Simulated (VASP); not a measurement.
Here is the system:

```yaml
crystal:
  lattice:
    - [0.00000, 1.98957, 1.98957]
    - [1.98957, 0.00000, 1.98957]
    - [1.98957, 1.98957, 0.00000]
  atoms:
    - { symbol: Li, position: [0.00000, 0.00000, 0.00000] }
    - { symbol: F, position: [0.50000, 0.50000, 0.50000] }
```

These are r2SCAN meta-GGA, VASP's PBE PAW potentials (set 64) (plane waves; VASP) values and carry that method's errors. Run with 530 eV cut-off, 10×10×10 Γ-centred mesh, Gaussian smearing of 0.050 eV, potentials Li_sv F.

**Question.** What does the run give for the energy per atom (σ→0), band gap (on the k-mesh) with the smallest direct gap where there is one?

**Answer.** 
```yaml
band gap (on the k-mesh): 10.63 eV
smallest direct gap (on the k-mesh): 10.63 eV
energy per atom (σ→0): -5.952 eV/atom
```

Only differences to runs with the same potentials and settings are physical.

The compound is LiF in the rock salt structure. It was relaxed first. The start is the result of an earlier pass.
